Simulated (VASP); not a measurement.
Here is a VASP 6.6.1 calculation.

Contents of INCAR:

```
SYSTEM = HgTe
PREC     = Accurate       ! precision mode
ENCUT    = 600            ! plane-wave cutoff, eV
EDIFF    = 1E-6           ! SCF threshold, eV
ISMEAR   = 0              ! smearing method
SIGMA    = 0.03           ! smearing width, eV
LREAL    = .FALSE.        ! projectors in reciprocal space
LASPH    = .TRUE.         ! aspherical terms in the spheres
NELM     = 80             ! most SCF steps
ALGO     = Normal         ! electronic algorithm
ISIF     = 3              ! what is computed and relaxed
LWAVE    = .FALSE.        ! write WAVECAR
LCHARG   = .FALSE.        ! write CHGCAR
GGA      = PS             ! functional
IBRION   = 2              ! ionic algorithm
NSW      = 90             ! ionic steps
EDIFFG   = -0.01          ! ionic threshold
KPAR     = 4
```

File KPOINTS:

```
regular mesh
0
G
  10 10 10
  0 0 0
```

Contents of POSCAR:

```
HgTe
1.0
    0.0000000000      3.2145000000      3.2145000000
    3.2145000000      0.0000000000      3.2145000000
    3.2145000000      3.2145000000      0.0000000000
Hg Te
1 1
Direct
    0.0000000000      0.0000000000      0.0000000000
    0.2500000000      0.2500000000      0.2500000000
```

Potentials or basis: VASP PAW PBE potentials, release 64 (Hg, Te).

Launch:

```sh
$ cat potpaw_PBE.64/Hg/POTCAR potpaw_PBE.64/Te/POTCAR > POTCAR
$ mpirun -np 4 vasp_std > vasp.out
```

**Question.** Estimate the relaxed volume.

**Answer.** 34.58 Å³/atom.

**Question.** Estimate the band gap on the k mesh.

**Answer.** None (metal or under the smearing width).

**Question.** What does it give for the relaxed cell?

**Answer.** a = 4.608 Å, b = 4.608 Å, c = 4.608 Å, α = 60.00°, β = 60.00°, γ = 60.00°.

Step by step:
```
step  energy change (eV)  largest force (eV/Å)  pressure (GPa)  volume (Å³)
   1              0.0000                0.0000            1.88        66.43
   2             -0.0133                0.0000           -0.63        70.26
   3             -0.0155                0.0000            0.00        69.17
```

Caveat: the PAW data sets were made with another functional, which shifts forces and pressure a little. Spin-orbit coupling is left out, which matters for the levels of Hg, Te.
